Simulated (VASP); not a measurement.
OSZICAR of a VASP run on Li (bcc):

**OSZICAR**
```
       N       E                     dE             d eps       ncg     rms          rms(c)
DAV:   1     0.412610844317E+00    0.41261E+00   -0.69802E+02   845   0.413E+02
DAV:   2    -0.182729663712E+01   -0.22399E+01   -0.21689E+01  1200   0.575E+01
DAV:   3    -0.191311934234E+01   -0.85823E-01   -0.85793E-01  1050   0.826E+00
DAV:   4    -0.191595112878E+01   -0.28318E-02   -0.28228E-02  1145   0.130E+00
DAV:   5    -0.191598544919E+01   -0.34320E-04   -0.34320E-04  1030   0.120E-01    0.472E-01
DAV:   6    -0.191262724022E+01    0.33582E-02   -0.10527E-03  1260   0.285E-01    0.265E-01
DAV:   7    -0.191102818943E+01    0.15991E-02   -0.30952E-03  1455   0.433E-01    0.337E-02
DAV:   8    -0.191107003511E+01   -0.41846E-04   -0.40478E-04   965   0.194E-01    0.113E-02
DAV:   9    -0.191106161165E+01    0.84235E-05   -0.98991E-06  1025   0.490E-02    0.111E-03
DAV:  10    -0.191106108252E+01    0.52913E-06   -0.13320E-06   835   0.139E-02
   1 F= -.19110611E+01 E0= -.19110609E+01  d E =-.191106E+01
       N       E                     dE             d eps       ncg     rms          rms(c)
DAV:   1    -0.191166574967E+01   -0.60414E-03   -0.54213E-03  1130   0.759E-01    0.158E-01
DAV:   2    -0.191163668620E+01    0.29063E-04   -0.80156E-04  1020   0.280E-01    0.106E-01
DAV:   3    -0.191155792597E+01    0.78760E-04   -0.26445E-04  1345   0.154E-01    0.332E-02
DAV:   4    -0.191154298407E+01    0.14942E-04   -0.30985E-05   960   0.674E-02    0.389E-03
DAV:   5    -0.191154358173E+01   -0.59767E-06   -0.44546E-06   975   0.248E-02
   2 F= -.19115436E+01 E0= -.19115438E+01  d E =-.482499E-03
       N       E                     dE             d eps       ncg     rms          rms(c)
DAV:   1    -0.191310738088E+01   -0.15644E-02   -0.49212E-02  1110   0.236E+00    0.470E-01
DAV:   2    -0.191300828806E+01    0.99093E-04   -0.87642E-03  1000   0.912E-01    0.323E-01
DAV:   3    -0.191234919074E+01    0.65910E-03   -0.25903E-03  1365   0.482E-01    0.126E-01
DAV:   4    -0.191216090368E+01    0.18829E-03   -0.35509E-04  1040   0.225E-01    0.108E-02
DAV:   5    -0.191216370708E+01   -0.28034E-05   -0.46611E-05  1055   0.797E-02    0.114E-03
DAV:   6    -0.191216492969E+01   -0.12226E-05   -0.13608E-06   705   0.152E-02    0.252E-04
DAV:   7    -0.191216497819E+01   -0.48493E-07   -0.12367E-07   420   0.442E-03
   3 F= -.19121650E+01 E0= -.19121664E+01  d E =-.110390E-02
```

Task: Which electronic solver shows in the log?

Result: It is blocked Davidson (ALGO = Normal, or the opening steps of other solvers). The INCAR had ALGO = Normal.

Task: Can the final energy be trusted as converged?

Result: The run converged. It stopped with EDIFF = 1E-6, NELM = 100, NSW = 60 and EDIFFG = -0.01 after 3 ionic steps (AM05 GGA, plane waves, VASP's PBE PAW potentials (set 64)). Energy and stress use the plane-wave basis of the starting cell.

The compound is Li in the bcc structure. This run relaxes it. Symmetry was kept, so distortions that lower it aren't found.
